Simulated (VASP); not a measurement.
Calculation: SCAN meta-GGA, VASP's PBE PAW potentials (set 64) (plane waves; VASP).

VASP ran on this input.

POSCAR:
```
TiO2
1
    4.5947056162     0.0000000000     0.0000000000
    0.0000000000     4.5947056162     0.0000000000
    0.0000000000     0.0000000000     2.9437175501
Ti O
2 4
Direct
  0.0000000000   0.0000000000   0.0000000000
  0.5000000000   0.5000000000   0.5000000000
  0.3042739315   0.3042739315   1.0000000000
  0.8042739315   0.1957260685   0.5000000000
  0.1957260685   0.8042739315   0.5000000000
  0.6957260685   0.6957260685   0.0000000000
```

KPOINTS:
```
Automatic mesh
0
Gamma
5 5 7
0 0 0
```

### INCAR
```
! general
SYSTEM =TiO2
PREC   =Accurate
ENCUT  =520
LREAL  =.False.
LASPH  =.True.

! electronic loop
EDIFF  =1E-6
NELM   =100
ALGO   =Normal
LMAXMIX=4
LMIXTAU=.True.

! smearing
ISMEAR =0
SIGMA  =0.05

! functional
METAGGA=SCAN

! ions
IBRION =2
NSW    =60
ISIF   =3
EDIFFG =-0.02

! output
LWAVE  =.False.
LCHARG =.False.
```

POTCAR, in this order: Ti_sv O (PBE.64 set). Program: vasp_std.

The resulting files:

OSZICAR:
```
       N       E                     dE             d eps       ncg     rms          rms(c)
DAV:   1     0.671057723654E+03    0.67106E+03   -0.25512E+04  1344   0.207E+03
DAV:   2     0.153926366056E+02   -0.65567E+03   -0.63628E+03  1464   0.601E+02
DAV:   3    -0.103378575727E+03   -0.11877E+03   -0.11617E+03  2096   0.224E+02
DAV:   4    -0.109035441107E+03   -0.56569E+01   -0.56504E+01  1796   0.510E+01
DAV:   5    -0.109281441501E+03   -0.24600E+00   -0.24594E+00  1928   0.906E+00    0.333E+01
DAV:   6    -0.774617485088E+02    0.31820E+02   -0.81843E+01  1660   0.109E+02    0.899E+00
DAV:   7    -0.765570773800E+02    0.90467E+00   -0.59461E+00  1732   0.193E+01    0.544E+00
DAV:   8    -0.812532079396E+02   -0.46961E+01   -0.25697E+00  1512   0.148E+01    0.210E+00
DAV:   9    -0.764770918317E+02    0.47761E+01   -0.16053E+00  1396   0.124E+01    0.121E+00
DAV:  10    -0.771343598845E+02   -0.65727E+00   -0.31003E-01  1616   0.539E+00    0.650E-01
DAV:  11    -0.768388126829E+02    0.29555E+00   -0.17534E-01  1408   0.358E+00    0.308E-01
DAV:  12    -0.771872638421E+02   -0.34845E+00   -0.19407E-01  1408   0.345E+00    0.152E-01
DAV:  13    -0.772040961001E+02   -0.16832E-01   -0.12134E-02  1624   0.118E+00    0.161E-01
DAV:  14    -0.772041942387E+02   -0.98139E-04   -0.16484E-03  1588   0.394E-01    0.536E-02
DAV:  15    -0.772066655299E+02   -0.24713E-02   -0.13398E-03  1572   0.403E-01    0.233E-02
DAV:  16    -0.772067205032E+02   -0.54973E-04   -0.35515E-05  1944   0.573E-02    0.173E-02
DAV:  17    -0.772067708643E+02   -0.50361E-04   -0.49707E-05  1436   0.703E-02    0.104E-02
DAV:  18    -0.772067791126E+02   -0.82484E-05   -0.29310E-05  1324   0.547E-02    0.382E-03
DAV:  19    -0.772067902772E+02   -0.11165E-04   -0.17171E-06   956   0.146E-02    0.222E-03
DAV:  20    -0.772067948683E+02   -0.45910E-05   -0.48911E-07   920   0.727E-03    0.150E-03
DAV:  21    -0.772067996582E+02   -0.47900E-05   -0.35526E-07   900   0.488E-03    0.413E-04
DAV:  22    -0.772068013789E+02   -0.17207E-05   -0.10413E-07   872   0.282E-03    0.251E-04
DAV:  23    -0.772068015459E+02   -0.16705E-06   -0.28619E-08   872   0.136E-03
   1 F= -.77206802E+02 E0= -.77206802E+02  d E =-.772068E+02
       N       E                     dE             d eps       ncg     rms          rms(c)
DAV:   1    -0.772546766119E+02   -0.47875E-01   -0.18921E+00  1680   0.166E+01    0.207E+00
DAV:   2    -0.772175694772E+02    0.37107E-01   -0.20340E-01  1508   0.463E+00    0.950E-01
DAV:   3    -0.772060212792E+02    0.11548E-01   -0.84572E-02  1480   0.211E+00    0.211E-01
DAV:   4    -0.772051849885E+02    0.83629E-03   -0.16697E-02  1568   0.109E+00    0.158E-01
DAV:   5    -0.772057029299E+02   -0.51794E-03   -0.87663E-04  1656   0.319E-01    0.107E-01
DAV:   6    -0.772066637194E+02   -0.96079E-03   -0.38009E-03  2152   0.388E-01    0.807E-02
DAV:   7    -0.772069557937E+02   -0.29207E-03   -0.39949E-04  1720   0.179E-01    0.450E-02
DAV:   8    -0.772069879018E+02   -0.32108E-04   -0.11754E-04  1684   0.127E-01    0.224E-02
DAV:   9    -0.772070564030E+02   -0.68501E-04   -0.39830E-05  1616   0.738E-02    0.167E-02
DAV:  10    -0.772070768037E+02   -0.20401E-04   -0.10665E-05  1528   0.365E-02    0.857E-03
DAV:  11    -0.772070992827E+02   -0.22479E-04   -0.71759E-06  1412   0.245E-02    0.192E-03
DAV:  12    -0.772071041432E+02   -0.48605E-05   -0.49050E-07   816   0.849E-03    0.744E-04
DAV:  13    -0.772071044392E+02   -0.29601E-06   -0.13290E-07   792   0.459E-03
   2 F= -.77207104E+02 E0= -.77207104E+02  d E =-.302893E-03
       N       E                     dE             d eps       ncg     rms          rms(c)
DAV:   1    -0.772205507706E+02   -0.13447E-01   -0.39656E-01  1712   0.754E+00    0.954E-01
DAV:   2    -0.772116757814E+02    0.88750E-02   -0.40944E-02  1480   0.206E+00    0.434E-01
DAV:   3    -0.772097636858E+02    0.19121E-02   -0.18009E-02  1496   0.974E-01    0.100E-01
DAV:   4    -0.772096160742E+02    0.14761E-03   -0.32136E-03  1536   0.466E-01    0.689E-02
DAV:   5    -0.772097176470E+02   -0.10157E-03   -0.18195E-04  1696   0.144E-01    0.477E-02
DAV:   6    -0.772097721565E+02   -0.54510E-04   -0.77854E-04  2112   0.164E-01    0.380E-02
DAV:   7    -0.772096474016E+02    0.12475E-03   -0.62853E-05  1736   0.731E-02    0.181E-02
DAV:   8    -0.772096151652E+02    0.32236E-04   -0.19448E-05  1656   0.523E-02    0.904E-03
DAV:   9    -0.772095974542E+02    0.17711E-04   -0.56511E-06  1372   0.286E-02    0.640E-03
DAV:  10    -0.772095870446E+02    0.10410E-04   -0.13376E-06   860   0.140E-02    0.345E-03
DAV:  11    -0.772095776483E+02    0.93963E-05   -0.12243E-06   828   0.944E-03    0.118E-03
DAV:  12    -0.772095746499E+02    0.29984E-05   -0.31824E-07   780   0.478E-03    0.457E-04
DAV:  13    -0.772095739791E+02    0.67081E-06   -0.78960E-08   768   0.267E-03
   3 F= -.77209574E+02 E0= -.77209574E+02  d E =-.277243E-02
       N       E                     dE             d eps       ncg     rms          rms(c)
DAV:   1    -0.772100421797E+02   -0.46753E-03   -0.14824E-02  1720   0.146E+00    0.185E-01
DAV:   2    -0.772096305231E+02    0.41166E-03   -0.15318E-03  1504   0.399E-01    0.839E-02
DAV:   3    -0.772095974815E+02    0.33042E-04   -0.67532E-04  1508   0.188E-01    0.193E-02
DAV:   4    -0.772095997285E+02   -0.22470E-05   -0.12234E-04  1540   0.912E-02    0.136E-02
DAV:   5    -0.772096013416E+02   -0.16131E-05   -0.68044E-06  1644   0.278E-02    0.942E-03
DAV:   6    -0.772095855926E+02    0.15749E-04   -0.29434E-05  2112   0.326E-02    0.723E-03
DAV:   7    -0.772095597563E+02    0.25836E-04   -0.23875E-06  1116   0.148E-02    0.350E-03
DAV:   8    -0.772095531114E+02    0.66450E-05   -0.75551E-07   776   0.118E-02    0.162E-03
DAV:   9    -0.772095516784E+02    0.14330E-05   -0.21408E-07   744   0.550E-03    0.132E-03
DAV:  10    -0.772095492477E+02    0.24306E-05   -0.65266E-08   744   0.278E-03    0.836E-04
DAV:  11    -0.772095471095E+02    0.21382E-05   -0.35303E-08   732   0.196E-03    0.424E-04
DAV:  12    -0.772095463379E+02    0.77157E-06   -0.18130E-08   732   0.125E-03
   4 F= -.77209546E+02 E0= -.77209546E+02  d E =-.274479E-02
       N       E                     dE             d eps       ncg     rms          rms(c)
DAV:   1    -0.772105364844E+02   -0.98937E-03   -0.10963E-01  1344   0.338E+00    0.233E-01
DAV:   2    -0.772100013403E+02    0.53514E-03   -0.56137E-03  1676   0.683E-01    0.132E-01
DAV:   3    -0.772099188674E+02    0.82473E-04   -0.11642E-03  1812   0.296E-01    0.391E-02
DAV:   4    -0.772098832755E+02    0.35592E-04   -0.23663E-04  1532   0.159E-01    0.233E-02
DAV:   5    -0.772098831277E+02    0.14775E-06   -0.23225E-05  1504   0.504E-02    0.122E-02
DAV:   6    -0.772098773801E+02    0.57476E-05   -0.16624E-05  1860   0.422E-02    0.496E-03
DAV:   7    -0.772098603958E+02    0.16984E-04   -0.76998E-06  1424   0.343E-02    0.284E-03
DAV:   8    -0.772098499616E+02    0.10434E-04   -0.26104E-06  1140   0.211E-02    0.772E-04
DAV:   9    -0.772098481706E+02    0.17910E-05   -0.44142E-07   764   0.879E-03    0.523E-04
DAV:  10    -0.772098470270E+02    0.11437E-05   -0.77761E-08   744   0.348E-03    0.285E-04
DAV:  11    -0.772098462477E+02    0.77930E-06   -0.21014E-08   732   0.162E-03
   5 F= -.77209846E+02 E0= -.77209846E+02  d E =-.299910E-03
```

File OUTCAR:
```
------------------------ aborting loop because EDIFF is reached ----------------------------------------
  FORCE on cell =-STRESS in cart. coord.  units (eV):
  Direction    XX          YY          ZZ          XY          YZ          ZX
  --------------------------------------------------------------------------------------
  Total       -0.0166553     -0.0166553      0.0090249      0.0000000      0.0000000      0.0000000
  in kB       -0.4272955     -0.4272955      0.2315353      0.0000000      0.0000000      0.0000000
  external PRESSURE =      -0.2076853 kB  Pullay stress =       0.0000000 kB
  volume of cell :       62.45
      direct lattice vectors                 reciprocal lattice vectors
     4.594594360  0.000000000  0.000000000     0.217647070 -0.000000000  0.000000000
     0.000000000  4.594594360  0.000000000    -0.000000000  0.217647070  0.000000000
     0.000000000  0.000000000  2.958287229     0.000000000  0.000000000  0.338033437
 POSITION                                       TOTAL-FORCE (eV/Angst)
 -----------------------------------------------------------------------------------
      0.00000      4.59459      0.00000         0.000000      0.000000      0.000000
      2.29730      2.29730      1.47914         0.000000      0.000000      0.000000
      1.39929      1.39929      2.95829        -0.000345     -0.000345      0.000000
      3.69658      0.89801      1.47914        -0.000345      0.000345     -0.000000
      0.89801      3.69658      1.47914         0.000345     -0.000345      0.000000
      3.19531      3.19531      0.00000         0.000345      0.000345     -0.000000
 -----------------------------------------------------------------------------------
    total drift:                               -0.000000      0.000000      0.000000
  FREE ENERGIE OF THE ION-ELECTRON SYSTEM (eV)
  ---------------------------------------------------
  free  energy   TOTEN  =       -77.2098462477 eV

  energy  without entropy=      -77.2098462477  energy(sigma->0) =      -77.20984625

 reached required accuracy - stopping structural energy minimisation
```
(Selected blocks of OUTCAR.)

### CONTCAR
```
TiO2
   1.00000000000000
     4.5945943596952032    0.0000000000000000    0.0000000000000000
     0.0000000000000000    4.5945943596952032    0.0000000000000000
     0.0000000000000000    0.0000000000000000    2.9582872287961859
  Ti              O
     2     4
Direct
     0.0000000000000000    1.0000000000000000    0.0000000000000000
     0.5000000000000000    0.5000000000000000    0.5000000000000000
     0.3045508287806181    0.3045508287806181    1.0000000000000000
     0.8045508287806182    0.1954491712193819    0.5000000000000000
     0.1954491712193819    0.8045508287806182    0.5000000000000000
     0.6954491712193818    0.6954491712193818    0.0000000000000000
```

### OUTCAR
```
 val. band max:        4.5336275694   @ k =   0.0000   0.0000   0.0000

 cond. band min:       6.7562926590   @ k =   0.0000   0.0000   0.0000


 Fermi energy:         4.7365585307

 k-point     1 :       0.0000    0.0000    0.0000
  band No.  band energies     occupation
      1     -54.7581      2.00000
      2     -54.7403      2.00000
      3     -29.9602      2.00000
      4     -29.9601      2.00000
      5     -29.7820      2.00000
      6     -29.7819      2.00000
      7     -29.7404      2.00000
      8     -29.7060      2.00000
      9     -14.7787      2.00000
     10     -13.6628      2.00000
     11     -12.9126      2.00000
     12     -12.9126      2.00000
     13      -1.3467      2.00000
     14      -0.9879      2.00000
     15      -0.4817      2.00000
     16       0.5542      2.00000
     17       0.5542      2.00000
     18       1.8765      2.00000
     19       1.8765      2.00000
     20       2.4325      2.00000
     21       3.7515      2.00000
     22       4.0331      2.00000
     23       4.0331      2.00000
     24       4.5336      2.00000
     25       6.7563      0.00000
     26       7.0782      0.00000
     27       7.3117      0.00000
     28       7.4068      0.00000

 k-point     2 :       0.2000    0.0000    0.0000
  band No.  band energies     occupation
      1     -54.7564      2.00000
      2     -54.7420      2.00000
      3     -29.9467      2.00000
      4     -29.9455      2.00000
      5     -29.7981      2.00000
      6     -29.7968      2.00000
      7     -29.7371      2.00000
      8     -29.7092      2.00000
      9     -14.6412      2.00000
     10     -13.6681      2.00000
     11     -13.0417      2.00000
     12     -12.9669      2.00000
     13      -1.0962      2.00000
     14      -0.8217      2.00000
     15      -0.2162      2.00000
     16       0.5689      2.00000
     17       0.5789      2.00000
     18       1.6417      2.00000
     19       1.8029      2.00000
     20       2.4651      2.00000
...
```

The compound is TiO2 in the rutile structure. This run relaxes it. Symmetry was kept, so distortions that lower it aren't found.
